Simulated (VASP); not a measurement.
Data:

```
CELL_PARAMETERS angstrom
      4.86615     0.00000     0.00000
      0.00000     4.86615     0.00000
      0.00000     0.00000     4.86615
ATOMIC_POSITIONS crystal
  Y  0.50000 0.00000 0.50000
  Y  0.00000 0.50000 0.50000
  Y  0.50000 0.50000 0.00000
  In 0.00000 0.00000 0.00000
  C  0.50000 0.50000 0.50000
```

Computed with PBEsol GGA, VASP's PBE PAW potentials (set 64) (plane waves; VASP). Run with 520 eV cut-off, Gaussian smearing of 0.050 eV, potentials Y_sv In_d C.

Question: Give the energies of bands 19 to 29 at the high-symmetry points, in eV from the Fermi level.

Answer: 
| band | Γ | X | M | R |
|---|---|---|---|---|
| 19 | -5.90 | -5.08 | -4.52 | -4.81 |
| 20 | -0.37 | -2.58 | -3.16 | -3.34 |
| 21 | -0.37 | -2.12 | -3.16 | -3.34 |
| 22 | -0.26 | -0.78 | -1.37 | -3.34 |
| 23 | -0.26 | -0.78 | -1.12 | -0.28 |
| 24 | -0.26 | -0.34 | -1.12 | -0.28 |
| 25 | 0.02 | -0.34 | -0.59 | -0.28 |
| 26 | 0.02 | 0.40 | 1.83 | 1.59 |
| 27 | 0.02 | 0.99 | 1.83 | 1.59 |
| 28 | 2.04 | 2.12 | 1.99 | 1.59 |
| 29 | 2.04 | 2.58 | 1.99 | 2.15 |

It has no gap at this level: it comes out as a metal or semimetal.

The structure comes from a computed database's Y3InC entry (Pm-3m); how it stands against other phases isn't given here. It was relaxed first.
